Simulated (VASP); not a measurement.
These are r2SCAN meta-GGA, VASP's PBE PAW potentials (set 64) (plane waves; VASP) values and carry that method's errors.

VASP ran on this input.

### KPOINTS
```
K-points
0
gamma
  6 6 6
```

### INCAR
```
SYSTEM = KTaO3
PREC = Accurate
ENCUT = 520
EDIFF = 1E-7
NELM = 100
ALGO = Normal
LREAL = .FALSE.
LASPH = .TRUE.
ISMEAR = -5
METAGGA = R2SCAN
LMIXTAU = .TRUE.
LMAXMIX = 6
LWAVE = .FALSE.
LCHARG = .FALSE.
LORBIT = 11
NEDOS = 601
ISIF = 2
LEFG = .TRUE.
```

**KPOINTS_OPT**
```
k-points along high-symmetry lines
10
Line-mode
Reciprocal
  0.000000   0.000000   0.000000 ! GAMMA
  0.000000   0.500000   0.000000 ! X

  0.000000   0.500000   0.000000 ! X
  0.500000   0.500000   0.000000 ! M

  0.500000   0.500000   0.000000 ! M
  0.000000   0.000000   0.000000 ! GAMMA

  0.000000   0.000000   0.000000 ! GAMMA
  0.500000   0.500000   0.500000 ! R

  0.500000   0.500000   0.500000 ! R
  0.000000   0.500000   0.000000 ! X

  0.500000   0.500000   0.500000 ! R
  0.500000   0.500000   0.000000 ! M
```

File POSCAR:
```
KTaO3
1
    3.9959558705     0.0000000000    -0.0000000000
   -0.0000000000     3.9959558705    -0.0000000000
    0.0000000000     0.0000000000     3.9959558705
K Ta O
1 1 3
Direct
  0.0000000000   0.0000000000   0.0000000000
  0.5000000000   0.5000000000   0.5000000000
  0.5000000000   0.0000000000   0.5000000000
  0.0000000000   0.5000000000   0.5000000000
  0.5000000000   0.5000000000   0.0000000000
```

POTCAR, in this order: K_sv Ta_pv O (PBE.64 set). Program: vasp_std.

Output of the run:

OSZICAR:
```
       N       E                     dE             d eps       ncg     rms          rms(c)
DAV:   1     0.295157675724E+03    0.29516E+03   -0.22091E+04   920   0.173E+03
DAV:   2    -0.881633239047E+02   -0.38332E+03   -0.37678E+03  1171   0.470E+02
DAV:   3    -0.106597759553E+03   -0.18434E+02   -0.18388E+02  1172   0.101E+02
DAV:   4    -0.107133327173E+03   -0.53557E+00   -0.53518E+00  1637   0.148E+01
DAV:   5    -0.107136992855E+03   -0.36657E-02   -0.36656E-02  1180   0.114E+00    0.364E+01
DAV:   6    -0.881561472933E+02    0.18981E+02   -0.29052E+01  1162   0.445E+01    0.139E+01
DAV:   7    -0.867319828722E+02    0.14242E+01   -0.19461E+00  1362   0.122E+01    0.715E+00
DAV:   8    -0.906935388698E+02   -0.39616E+01   -0.10587E+00  1353   0.105E+01    0.988E-01
DAV:   9    -0.867944451366E+02    0.38991E+01   -0.70895E-01  1322   0.770E+00    0.465E-01
DAV:  10    -0.870312246721E+02   -0.23678E+00   -0.57812E-02  1295   0.207E+00    0.348E-01
DAV:  11    -0.870301244220E+02    0.11003E-02   -0.93868E-04  1214   0.286E-01    0.312E-01
DAV:  12    -0.871590242627E+02   -0.12890E+00   -0.50426E-02   997   0.247E+00    0.828E-02
DAV:  13    -0.871618924219E+02   -0.28682E-02   -0.26303E-03  1387   0.429E-01    0.613E-02
DAV:  14    -0.871618650174E+02    0.27404E-04   -0.10394E-04  1275   0.769E-02    0.719E-02
DAV:  15    -0.871620840348E+02   -0.21902E-03   -0.88647E-05  1201   0.815E-02    0.404E-02
DAV:  16    -0.871636102431E+02   -0.15262E-02   -0.69486E-04  1278   0.286E-01    0.173E-02
DAV:  17    -0.871636438180E+02   -0.33575E-04   -0.34185E-05  1332   0.505E-02    0.175E-02
DAV:  18    -0.871636041449E+02    0.39673E-04   -0.11259E-05  1081   0.362E-02    0.110E-02
DAV:  19    -0.871636461330E+02   -0.41988E-04   -0.24508E-05  1191   0.444E-02    0.463E-03
DAV:  20    -0.871636491547E+02   -0.30217E-05   -0.38180E-06  1158   0.158E-02    0.257E-03
DAV:  21    -0.871636508545E+02   -0.16998E-05   -0.57225E-07  1176   0.760E-03    0.266E-03
DAV:  22    -0.871636501906E+02    0.66389E-06   -0.46559E-07  1046   0.610E-03    0.961E-04
DAV:  23    -0.871636506562E+02   -0.46552E-06   -0.19226E-07   743   0.433E-03    0.495E-04
DAV:  24    -0.871636506605E+02   -0.43956E-08   -0.22480E-08   607   0.155E-03
   1 F= -.87163651E+02 E0= -.87163651E+02  d E =0.000000E+00
       N       E                     dE             ncg
       N       E                     dE             ncg
       N       E                     dE             ncg
```

**OUTCAR**
```
------------------------ aborting loop because EDIFF is reached ----------------------------------------
  FORCE on cell =-STRESS in cart. coord.  units (eV):
  Direction    XX          YY          ZZ          XY          YZ          ZX
  --------------------------------------------------------------------------------------
  Total       -0.0016457     -0.0016457     -0.0016457      0.0000000      0.0000000     -0.0000000
  in kB       -0.0413235     -0.0413235     -0.0413235      0.0000000      0.0000000     -0.0000000
  external PRESSURE =      -0.0413235 kB  Pullay stress =       0.0000000 kB
  volume of cell :       63.81
      direct lattice vectors                 reciprocal lattice vectors
     3.995955871  0.000000000  0.000000000     0.250253014  0.000000000  0.000000000
     0.000000000  3.995955871  0.000000000     0.000000000  0.250253014  0.000000000
     0.000000000  0.000000000  3.995955871     0.000000000  0.000000000  0.250253014
 POSITION                                       TOTAL-FORCE (eV/Angst)
 -----------------------------------------------------------------------------------
      0.00000      0.00000      0.00000         0.000000      0.000000      0.000000
      1.99798      1.99798      1.99798         0.000000      0.000000      0.000000
      1.99798      0.00000      1.99798         0.000000      0.000000      0.000000
      0.00000      1.99798      1.99798         0.000000      0.000000      0.000000
      1.99798      1.99798      0.00000         0.000000      0.000000      0.000000
 -----------------------------------------------------------------------------------
    total drift:                                0.000000      0.000000     -0.000000
  FREE ENERGIE OF THE ION-ELECTRON SYSTEM (eV)
  ---------------------------------------------------
  free  energy   TOTEN  =       -87.1636506605 eV

  energy  without entropy=      -87.1636506605  energy(sigma->0) =      -87.16365066

 total charge

# of ion       s       p       d       tot
------------------------------------------
    1        1.963   5.701   0.044   7.708
    2        0.359   6.351   2.001   8.711
    3        1.566   3.545   0.000   5.111
    4        1.566   3.545   0.000   5.111
    5        1.566   3.545   0.000   5.111
--------------------------------------------------
tot          7.021  22.686   2.045  31.752

 Electric field gradients after diagonalization (V/A^2)
 (convention: |V_zz| > |V_xx| > |V_yy|)
----------------------------------------------------------------------
 ion       V_xx      V_yy      V_zz     asymmetry (V_yy - V_xx)/ V_zz
----------------------------------------------------------------------
   1       0.000     0.000     0.000      -0.326
   2       0.000     0.000     0.000      -0.360
   3     -12.133   -12.133    24.266       0.000
   4     -12.133   -12.133    24.266       0.000
   5     -12.133   -12.133    24.266       0.000
```
(Selected blocks of OUTCAR.)

OUTCAR:
```
 val. band max:        1.3805620317   @ k =   0.5000   0.5000   0.5000

 cond. band min:       3.9639041355   @ k =   0.0000   0.0000   0.0000


 Fermi energy:         1.4125216524

 k-point     1 :       0.0000    0.0000    0.0000
  band No.  band energies     occupation
      1     -33.9272      2.00000
      2     -33.9272      2.00000
      3     -33.9272      2.00000
      4     -27.0738      2.00000
      5     -17.1503      2.00000
      6     -16.4832      2.00000
      7     -16.4832      2.00000
      8      -9.8581      2.00000
      9      -9.8581      2.00000
     10      -9.8581      2.00000
     11      -1.1340      2.00000
     12      -1.1340      2.00000
     13      -1.1340      2.00000
     14       0.2945      2.00000
     15       0.2945      2.00000
     16       0.2945      2.00000
     17       0.7257      2.00000
     18       0.7257      2.00000
     19       0.7257      2.00000
     20       3.9639      0.00000
     21       3.9639      0.00000
     22       3.9639      0.00000
     23       8.3828      0.00000

 k-point     2 :       0.1667    0.0000    0.0000
  band No.  band energies     occupation
      1     -33.9520      2.00000
      2     -33.9263      2.00000
      3     -33.9263      2.00000
      4     -27.0672      2.00000
      5     -17.0809      2.00000
      6     -16.4778      2.00000
      7     -16.3253      2.00000
      8      -9.8485      2.00000
      9      -9.8485      2.00000
     10      -9.8257      2.00000
     11      -1.8293      2.00000
     12      -1.1559      2.00000
     13      -1.1559      2.00000
     14      -0.0815      2.00000
     15      -0.0815      2.00000
     16       0.0654      2.00000
     17       0.1768      2.00000
     18       0.6125      2.00000
     19       0.6125      2.00000
     20       4.0003      0.00000
     21       4.7348      0.00000
     22       4.7349      0.00000
     23       8.4040      0.00000

 k-point     3 :       0.3333    0.0000    0.0000
...
```

Unless said otherwise, spin-orbit coupling is left out, though it shifts the bands of the heavy elements here.

The compound is KTaO3 in the cubic perovskite structure. It was relaxed first.
